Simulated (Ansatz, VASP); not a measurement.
**Cross-check of KTaSe3 between VASP and Ansatz**

Aim: how closely do two programs agree when they are given the same cell, functional and k mesh? The cell is generated by rule, not measured, and may not be a known phase. The cell is taken from a series of runs on this material, whose earlier steps may have relaxed, scaled, displaced or heated it; both programs get it as it stands.

Program: Ansatz 0.2.0. Level of theory: plane waves, with VASP 6.6.1 beside it; zone-centre phonons at LDA. Results are calculated unless marked as measured.

The structure was built from a prototype and need not be the compound's stable phase.

## 1. The starting structure

The structure is cubic, space group Pm-3m (No. 221). The conventional cell has a = 4.998 Å, b = 4.998 Å, c = 4.998 Å, α = 90.00°, β = 90.00°, γ = 90.00°. Nearest to K lie 12 Se at 3.53 Å. Nearest to Ta lie 6 Se at 2.50 Å. Se has 2 Ta at 2.50 Å and 4 K at 3.53 Å nearest. Farther neighbours and most contacts between anions are not listed.

## 2. Ansatz: zone-centre phonons, LDA

Ansatz runs on its default PAW (the set named soft_2) files.

Second derivatives magnify differences that forces hide, and they need a tight electronic threshold.

input.yaml reads:

```yaml
crystal:
  lattice:
    - [4.9981413134, 0.0, 0.0]
    - [0.0, 4.9981413134, 0.0]
    - [0.0, 0.0, 4.9981413134]
  atoms:
    - { symbol: K, position: [0.5, 0.5, 0.5] }
    - { symbol: Ta, position: [0.0, 0.0, 0.0] }
    - { symbol: Se, position: [0.5, 0.0, 0.0] }
    - { symbol: Se, position: [0.0, 0.5, 0.0] }
    - { symbol: Se, position: [0.0, 0.0, 0.5] }
kpoints:
  mp_grid: { grid: [6, 6, 6] }
hamiltonian:
  xc: lda
scf:
  occupations: { method: methfessel_paxton, width: 0.15 }
output:
  eigenvalues: true
phonons:
  method: dfpt
```

Command:

```console
> ansatz run input.yaml --threads 8 --pin off --max-ram 14336MiB --backend cpu --events-out ev --progress --plain --runs-dir out
```

Numbers of over 12 decimals in the logs are rounded to 6 here.

Log:

```text
zone centre: on kpoints.mp_grid the ground state, and the responses unless they are solved on pairs of k-points, stand on 64 of the mesh's 216 k-points, reduced under 8 symmetry operations, with k and −k counted as one. Each operation leaves every solved displacement unchanged or reverses it
Engine: ansatz 0.2.0, x86_64-unknown-linux-gnu
Pseudopotentials: kind: paw
Pseudopotential: K, paw, valence charge 9, recommended cutoff 420 eV (normal), K.paw.azcp
Pseudopotential: Ta, paw, valence charge 13, recommended cutoff 420 eV (normal), Ta.paw.azcp
Pseudopotential: Se, paw, valence charge 16, recommended cutoff 420 eV (normal), Se.paw.azcp
Functional definition: SPW92
  exchange = slater_x
  correlation = pw_c
Crystal: 5 atoms, lattice volume = 124.861 Å³
Basis set: ecut = 420 eV, 2469 PW (Γ), exchange–correlation on 72×72×72 points (8 copies of the dense FFT grid, shifted against one another)
Bands: 42, of which v1, the nominal top of the filled ones, is band 35 counted from 1 (34 counted from 0)
Symmetry: 48 space group operations
k-points: 64 of 216 (irreducible under 8 space group operations)
Non-local potential: K, projectors of the file, l = 0: 3, l = 1: 2, l = 2: 2
Non-local potential: Ta, projectors of the file, l = 0: 3, l = 1: 2, l = 2: 2, l = 3: 1
Non-local potential: Se, projectors of the file, l = 0: 2, l = 1: 2, l = 2: 3, l = 3: 1
PAW form: soft (Blöchl's): semilocal exchange-correlation on the pseudo side does not see the compensation charge
PAW frozen core: K, regenerated for the run's functional, and the local potential with it (the file was generated under x = pbe(κ = 0.804, μ = 0.219515), c = pbe(β = 0.066725))
PAW frozen core: Ta, regenerated for the run's functional, and the local potential with it (the file was generated under x = pbe(κ = 0.804, μ = 0.219515), c = pbe(β = 0.066725))
PAW frozen core: Se, regenerated for the run's functional, and the local potential with it (the file was generated under x = pbe(κ = 0.804, μ = 0.219515), c = pbe(β = 0.066725))
PAW one-centre angular grid: K, 110 points (default); XC on 64 Gauss nodes
PAW one-centre angular grid: Ta, 590 points (default); XC on 64 Gauss nodes
PAW one-centre angular grid: Se, 590 points (default); XC on 64 Gauss nodes
Initial density: superposition of atomic densities (neutral atoms: chi_scale 0, normalization atom), corrected by the library's trained network
Initial wavefunctions: pseudopotential atomic-orbital guess
Functional: x = slater, c = lda
SCF iter   1: F=—  HF=-27332.562565 eV  |F-HF|=—  |Δ(HF+E_count)|=         —  Δρ=5.04e-3  dr2=2.09e-2  ethr=1.77e-3  ⟨swp⟩=6.9  Hψ=10103  notcnv=0
preconditioner: auto → Resta (q_TF=auto, 2.477 Å⁻¹)  ε∞=4.2  [insulator: Δε(μ)=0.262 eV  Ē_g=10.137 eV  σ=0.150 eV  W_gap=0.79  n_scr=26 (ndim 8)  ℏωp=18.2 eV  f_vac=0.050  D(μ)=0.60/eV (n_scr^D=0)  ε∞_Penn≈4.2]
SCF iter   2: F=—  HF=-27332.559738 eV  |F-HF|=—  |Δ(HF+E_count)|=   2.83e-3  S|Δr|=    0.00e0  Δρ=2.76e-3  dr2=4.79e-3  ethr=2.98e-5  ⟨swp⟩=2.7  Hψ=4984  notcnv=0
SCF iter   3: F=—  HF=-27332.559105 eV  |F-HF|=—  |Δ(HF+E_count)|=   6.33e-4  S|Δr|=    0.00e0  Δρ=1.07e-3  dr2=1.32e-3  ethr=6.84e-6  ⟨swp⟩=2.5  Hψ=4684  notcnv=0
SCF iter   4: F=—  HF=-27332.558946 eV  |F-HF|=—  |Δ(HF+E_count)|=   1.59e-4  S|Δr|=    0.00e0  Δρ=1.75e-4  dr2=7.84e-5  ethr=1.89e-6  ⟨swp⟩=2.0  Hψ=2854  notcnv=0
SCF iter   5: F=—  HF=-27332.558946 eV  |F-HF|=—  |Δ(HF+E_count)|=   2.91e-7  S|Δr|=    0.00e0  Δρ=4.55e-5  dr2=4.31e-6  ethr=1.12e-7  ⟨swp⟩=2.0  Hψ=3191  notcnv=0
SCF iter   6: F=—  HF=-27332.558942 eV  |F-HF|=—  |Δ(HF+E_count)|=   3.32e-6  S|Δr|=    0.00e0  Δρ=1.56e-5  dr2=4.04e-7  ethr=6.16e-9  ⟨swp⟩=2.0  Hψ=4729  notcnv=0
SCF iter   7: F=—  HF=-27332.558942 eV  |F-HF|=—  |Δ(HF+E_count)|=   1.36e-7  S|Δr|=    0.00e0  Δρ=5.38e-6  dr2=3.93e-8  ethr=5.78e-10  ⟨swp⟩=2.0  Hψ=4726  notcnv=0
SCF iter   8: F=—  HF=-27332.558942 eV  |F-HF|=—  |Δ(HF+E_count)|=   2.68e-8  S|Δr|=    0.00e0  Δρ=1.51e-6  dr2=2.17e-9  ethr=5.61e-11  ⟨swp⟩=2.0  Hψ=4729  notcnv=0
SCF iter   9: F=—  HF=-27332.558942 eV  |F-HF|=—  |Δ(HF+E_count)|=  7.28e-12  S|Δr|=    0.00e0  Δρ=1.81e-7  dr2=4.40e-11  ethr=3.10e-12  ⟨swp⟩=2.1  Hψ=3561  notcnv=0
SCF iter  10: F=-27332.558942 eV  HF=-27332.558942 eV  |F-HF|=3.64e-12  |Δ(HF+E_count)|=  7.28e-12  S|Δr|=    0.00e0  Δρ=3.86e-8  dr2=2.58e-12  ethr=1.00e-12  ⟨swp⟩=9.1  Hψ=13721  notcnv=0
SCF 1 converged in 10 iterations: F = -27332.558942 eV  dr2 = 2.58e-12
  greatest PAW one-centre occupation: 1.000 electrons in one spin orbital (limit 2), on the Ta atom at site 1 (counted from 0), in its partial waves of l = 0
DFPT response loops at Γ: preconditioner auto → Kerker (q_TF=auto, 2.477 Å⁻¹) (partly filled bands, converged f_vac=0.043); β = 1.00, the filter's whole step (`scf.mixing.beta` (0.50) is not read by the response loops under this deck's `scf.mixing.preconditioner`; to damp them name `kerker` or `kerker_dos`, under which they read `scf.mixing.beta`, and type it under 1.00, their step now; both keys bind the ground state too); Broyden in place of MSR1
SCF converged after 10 iterations
Stability not checked: this state was not tested for a lower state beside it, because cold or Methfessel-Paxton smearing, or corrected tetrahedra, fill the levels in a way that the test cannot read (fill_not_monotonic; see scf.lower_state_search)
Free energy (F): -27332.558942 eV
Harris-Foulkes:  -27332.558942 eV  (|F-HF|=3.64e-12)
Internal energy: -27332.566350 eV  (E = F + TS)
E sigma→0 (E₀):  -27332.560794 eV
Entropy (-TS):   0.007408 eV (1.482 meV/atom)
Fermi energy:    8.671122 eV
Step filling:    the computed levels leave a gap of 0.2614 eV = 1.7 smearing widths at the electron count; against every level under it full and every level over it empty, smearing changes F+E_penalty+E_count by +2.296 meV and its σ→0 estimate by +0.445 meV
--- Per-component energies (eV) ---
  E_band       = -1450.006861
  E_kinetic    = 981.051639
  E_local      = -9345.679451  (includes V_loc(G=0)·N_el)
  E_nonlocal   = -1734.220477
  E_hartree    = 4409.706463
  E_xc         = -662.426772
  E_vxc        = -665.441628  (∫ρ·V_xc dr)
  E_paw        = -14370.799684  (= ΣΔE_a)
  E_vpaw       = 494.871908  (= ΣTr[D̂ρ^β])
  E_aug_tail   = -0.001753  (compensation charges beyond the density's cutoff)
  E_ewald      = -6617.364804
  E_core_change = 7.168490  (= ΣΔE_core)
  E_smearing   = 0.007408  (= −TS)
  E_closure    = -0.000000  (closes the sum)
  Σ components = -27332.558942   (vs F -27332.558942, Δ=0.00e0)
--- Band table (eV; the first three rows and the last of 64) ---
  k-point 0: bands = [... 31 lower, 7.2655, 7.6500, 7.6500, 7.6500, 8.0642, 8.0642, 8.0642, 10.0378, ... 3 higher]
  k-point 1: bands = [... 31 lower, 7.0792, 7.0850, 7.6658, 7.7619, 7.7619, 8.8866, 8.8866, 10.0599, ... 3 higher]
  k-point 2: bands = [... 31 lower, 6.1152, 6.7750, 7.6982, 7.7387, 7.7387, 10.0052, 10.0052, 10.0891, ... 3 higher]
  k-point 63: bands = [... 31 lower, 3.9303, 8.7858, 8.7858, 8.7858, 10.7367, 10.7367, 10.7367, 11.8400, ... 3 higher]
--- Phonons (Γ-DFPT): 4 representative perturbations + reference, on 64 of 216 k-points (Σ response iterations 12) ---
  k mesh reduced under 8 symmetry operations, with k and −k counted as one. Each operation leaves every solved displacement unchanged or reverses it
  ASR residual: 2.105e-5 → 0.000e0 eV/Å²; symmetrization residual: 1.097e-5 eV/Å²
  ASR residual per site (eV/Å²): 1.23e-5 2.10e-5 9.11e-6 9.11e-6 9.11e-6
  Γ frequencies (cm⁻¹): 0.00 0.00 0.00 51.97 51.97 51.97 70.83 70.83 70.83 81.21 81.21 81.21 232.20 232.20 232.20
  non-analytic LO–TO correction: not included (Born effective charges unavailable; polar crystals: no LO–TO splitting at Γ)
```

(Continued in part 2 of 3.)

[Lines on the potential files, build, host, timing and source positions are cut from VASP's logs without a mark.]

[Logs are printed without paths, hosts, clocks, repeated set-up lines and the standing remarks that a program may print on its own settings, such as how far it seeks lower states.]

[Hosts, paths, dates, database ids (printed as entryN), source tags and the programs' standing remarks are cut or masked in the printed files.]
